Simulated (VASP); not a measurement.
VASP input:

**POSCAR**
```
MoSe2
1
    1.6360358410     0.9445658659     6.5250202694
   -1.6360358410     0.9445658659     6.5250202694
    0.0000000000    -1.8891317317     6.5250202694
Mo Se
1 2
Direct
  0.6668101381   0.6668101381   0.6668101381
  0.4184738387   0.4184738387   0.4184738387
  0.2483860232   0.2483860232   0.2483860232
```

### KPOINTS
```
K-points
0
Gamma
 9 9 9
```

**INCAR**
```
SYSTEM = MoSe2
PREC = Accurate
ENCUT = 400
EDIFF = 1E-7
NELM = 100
ALGO = Normal
LREAL = .FALSE.
LASPH = .TRUE.
ISMEAR = -5
GGA = PS
LMAXMIX = 4
LWAVE = .FALSE.
LCHARG = .TRUE.
LORBIT = 11
NEDOS = 601
ISIF = 2
LEFG = .TRUE.
```

POTCAR, in this order: Mo_sv Se (PBE.64 set). Program: vasp_std.

Q: Translate this PBEsol calculation to Ansatz.

A: One equivalent input (not run):
Ansatz 0.2 input:
```yaml
crystal:
  lattice:
    - [1.6360358, 0.9445659, 6.5250203]
    - [-1.6360358, 0.9445659, 6.5250203]
    - [0.0000000, -1.8891317, 6.5250203]
  atoms:
    - { symbol: Mo, position: [0.6668101, 0.6668101, 0.6668101] }
    - { symbol: Se, position: [0.4184738, 0.4184738, 0.4184738] }
    - { symbol: Se, position: [0.2483860, 0.2483860, 0.2483860] }
kpoints:
  mp_grid: { grid: [9, 9, 9] }
hamiltonian:
  xc: pbesol
  pseudopotentials: { kind: paw }
scf:
  occupations: { method: tetrahedron }
  max_iter: 100
output: { forces: true, stress: true, eigenvalues: true }
```
The two are equivalent in intent, not identical: each code has its own PAW files, so the cut-off isn't converted (ENCUT is set for VASP's; basis.ecutwfc is left out, and Ansatz then takes the one that its files recommend); Ansatz stops its SCF on the density residual and VASP on the energy change (EDIFF); the field gradients of LEFG aren't asked of the other code.

The structure comes from a computed database's MoSe2 entry (R3m); how it stands against other phases isn't given here. It was relaxed first, which changed the volume by -8 %.
